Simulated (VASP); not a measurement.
Crystal: WSe2.

```
W Se
1.0
     3.28048    0.00000    0.00000
    -1.64024    2.84098    0.00000
     0.00000    0.00000   12.79343
W Se
2 4
Direct
  0.66667 0.33333 0.75000
  0.33333 0.66667 0.25000
  0.33333 0.66667 0.88182
  0.66667 0.33333 0.38182
  0.33333 0.66667 0.61818
  0.66667 0.33333 0.11818
```

The cell is a database's computed one.

Base run:

- Program: VASP 6.6.1
- Functional: r2SCAN
- Potentials or basis: VASP PAW PBE potentials, release 64 (W_sv, Se)
- Cutoff: 450 eV
- k mesh: 12 × 12 × 4
- Occupations: gaussian, width 0.02 eV
- Spin: no spin polarisation

Its results: band gap on the k mesh 1.01 eV, indirect (least direct gap 1.68 eV).

The run is repeated on the same cell with these changes: functional from r2SCAN to PBE. What comes out?

Band gap on the k mesh 0.89 eV, indirect (least direct gap 1.56 eV).

r2SCAN gives the wider gap, since meta-GGAs in the generalised Kohn-Sham scheme recover part of the derivative discontinuity.

Caveats: spin-orbit coupling is left out, which moves the levels of the heavy elements.
